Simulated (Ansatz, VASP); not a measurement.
Cs3AsAu: VASP beside Ansatz

```xyz
5
Lattice="6.7927 0.0000 0.0000 0.0000 6.7927 0.0000 0.0000 0.0000 6.7927" Properties=species:S:1:pos:R:3 pbc="T T T"
Cs    3.3963    0.0000    0.0000
Cs    0.0000    3.3963    0.0000
Cs    0.0000    0.0000    3.3963
As    0.0000    0.0000    0.0000
Au    3.3963    3.3963    3.3963
```

Alike in both runs: task relaxation of cell and atoms; functional PBE; k mesh 6 × 6 × 6; occupations gaussian, width 0.1 eV; no spin polarisation.

|  | VASP | Ansatz |
| --- | --- | --- |
| version | VASP 6.6.1 | Ansatz 0.2.0 |
| potentials or method | VASP PAW PBE potentials, release 64 (Cs_sv, As, Au) | scalar-relativistic, plane waves, PAW |
| plane-wave cutoff (eV) | 600 | 420 |
| valence electrons in the cell | 43 | 61 |

|  | VASP | Ansatz | Ansatz less VASP |
| --- | --- | --- | --- |
| gap on the k mesh at the Fermi level, each at its own relaxed structure (eV) | none | none | - |
| relaxed volume (Å³/atom) | 65.81 | 65.35 | -0.466 |
| relaxed cell length with the largest relative difference (Å) | 6.904 | 6.888 | -0.0163 |
| energy change over the relaxation (meV/atom) | -3 | -3 | +0.7 |

A gap of «none» marks a metal or a gap that the smearing closes. The two sets of potentials don't hold the same shells in valence.

Spin-orbit coupling is left out, which matters for the levels of Au, Cs.
